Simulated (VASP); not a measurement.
Here is the system:

```xyz
2
Lattice="0.0000 1.8075 1.8075 1.8075 0.0000 1.8075 1.8075 1.8075 0.0000" Properties=species:S:1:pos:R:3 pbc="T T T"
B      0.0000     0.0000     0.0000
N      0.9038     0.9038     0.9038
```

The numbers are results of G0W0 on PBE orbitals, VASP's PBE PAW potentials (set 64) (plane waves; VASP), not measurements. Numerical set-up: PREC = Normal, 500 eV cut-off, 4×4×4 Γ-centred mesh, Gaussian smearing of 0.010 eV, potentials B_GW N_GW_new.

The mesh is coarse and the basis finite, so the quasiparticle values are not converged.

NBANDS = 308, ENCUTGW = 300 eV, NOMEGA = 64. The PBE levels (eV) that the step starts from are:

```tsv
state	KS energy	filling
k1 (0.00, 0.00, 0.00), band 1	-11.51	2
k1 (0.00, 0.00, 0.00), band 2	8.74	2
k1 (0.00, 0.00, 0.00), band 3	8.74	2
k1 (0.00, 0.00, 0.00), band 4	8.74	2
k1 (0.00, 0.00, 0.00), band 5	17.53	0
k1 (0.00, 0.00, 0.00), band 6	17.53	0
k1 (0.00, 0.00, 0.00), band 7	17.53	0
k1 (0.00, 0.00, 0.00), band 8	19.08	0
k2 (0.25, 0.00, 0.00), band 1	-10.03	2
k2 (0.25, 0.00, 0.00), band 2	3.25	2
k2 (0.25, 0.00, 0.00), band 3	7.60	2
k2 (0.25, 0.00, 0.00), band 4	7.60	2
k2 (0.25, 0.00, 0.00), band 5	18.36	0
k2 (0.25, 0.00, 0.00), band 6	19.05	0
k2 (0.25, 0.00, 0.00), band 7	19.05	0
k2 (0.25, 0.00, 0.00), band 8	22.31	0
k8 (-0.25, 0.50, 0.25), band 1	-5.61	2
k8 (-0.25, 0.50, 0.25), band 2	1.13	2
k8 (-0.25, 0.50, 0.25), band 3	1.76	2
k8 (-0.25, 0.50, 0.25), band 4	2.21	2
k8 (-0.25, 0.50, 0.25), band 5	18.33	0
k8 (-0.25, 0.50, 0.25), band 6	22.03	0
k8 (-0.25, 0.50, 0.25), band 7	23.22	0
k8 (-0.25, 0.50, 0.25), band 8	23.39	0
```

Question: Give the quasiparticle energies and renormalisation factors Z.

Answer: 
```
state                           QP energy (eV)     Z
------------------------------  --------------  ----
k1 (0.00, 0.00, 0.00), band 1           -13.69  0.78
k1 (0.00, 0.00, 0.00), band 2             7.45  0.82
k1 (0.00, 0.00, 0.00), band 3             7.45  0.82
k1 (0.00, 0.00, 0.00), band 4             7.45  0.82
k1 (0.00, 0.00, 0.00), band 5            18.61  0.83
k1 (0.00, 0.00, 0.00), band 6            18.61  0.83
k1 (0.00, 0.00, 0.00), band 7            18.61  0.83
k1 (0.00, 0.00, 0.00), band 8            19.86  0.81
k2 (0.25, 0.00, 0.00), band 1           -12.07  0.76
k2 (0.25, 0.00, 0.00), band 2             1.59  0.80
k2 (0.25, 0.00, 0.00), band 3             6.25  0.82
k2 (0.25, 0.00, 0.00), band 4             6.25  0.82
k2 (0.25, 0.00, 0.00), band 5            19.20  0.82
k2 (0.25, 0.00, 0.00), band 6            20.18  0.82
k2 (0.25, 0.00, 0.00), band 7            20.18  0.82
k2 (0.25, 0.00, 0.00), band 8            23.38  0.80
k8 (-0.25, 0.50, 0.25), band 1           -7.43  0.75
k8 (-0.25, 0.50, 0.25), band 2           -0.77  0.79
k8 (-0.25, 0.50, 0.25), band 3            0.07  0.79
k8 (-0.25, 0.50, 0.25), band 4            0.60  0.80
k8 (-0.25, 0.50, 0.25), band 5           19.09  0.83
k8 (-0.25, 0.50, 0.25), band 6           23.13  0.80
k8 (-0.25, 0.50, 0.25), band 7           24.09  0.83
k8 (-0.25, 0.50, 0.25), band 8           24.55  0.79
```
On the mesh the gap opens from 4.43 to 6.20 eV.

The compound is BN in the zinc blende structure. The cell was not relaxed at this level. The k-mesh is coarse (spacing up to 0.75 per Å, 2π included), so the numbers may not be converged in it.
